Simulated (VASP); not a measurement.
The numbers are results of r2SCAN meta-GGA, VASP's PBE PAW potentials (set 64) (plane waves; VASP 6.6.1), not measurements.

VASP ran on this input.

KPOINTS:
```
Automatic mesh
0
G
  10 10 10
0 0 0
```

**INCAR**
```
! general
SYSTEM  = SiGe
PREC    = Accurate
ENCUT   = 400
LREAL   = F   ! projection in real space or not
LASPH   = T

! electronic loop
EDIFF   = 1E-6
NELM    = 100
ALGO    = Normal   ! blocked Davidson
LMAXMIX = 4
LMIXTAU = T

! smearing
ISMEAR  = 1   ! Methfessel-Paxton
SIGMA   = 0.1   ! width (eV)

! functional
METAGGA = R2SCAN

! ions
IBRION  = 2   ! conjugate gradients
NSW     = 60   ! most ionic steps
ISIF    = 3
EDIFFG  = -0.01   ! ionic stop

! output
LWAVE   = F
LCHARG  = F
```

**POSCAR**
```
SiGe
1.0
  3.6297269431   0.0000000000   0.0000000000
 -1.8148634716   3.1434352795   0.0000000000
  0.0000000000   0.0000000000   3.1673463824
Ge Si
1 1
Cartesian
  0.0000000000   0.0000000000   0.0000000000
  1.8148652864   1.0478107120   1.5836731912
```

POTCAR, in this order: Ge_d Si (PBE.64 set). Program: vasp_std.

Task: What will the output report for the number of irreducible k-points (NKPTS), number of bands (NBANDS), largest plane-wave count, number of space-group operations, FFT grid (NGX, NGY, NGZ)?

Result: 
The number of irreducible k-points (NKPTS) is 84 and the number of bands (NBANDS) comes out as 13. The largest plane-wave count is 672 and the number of space-group operations comes out as 12. The FFT grid (NGX, NGY, NGZ) is 24 × 24 × 24.

The structure was generated: SiGe was put into the WC type (P-6m2), which need not be its known phase. This run relaxes it. Symmetry was kept, so distortions that lower it aren't found. The start is the result of an earlier pass.
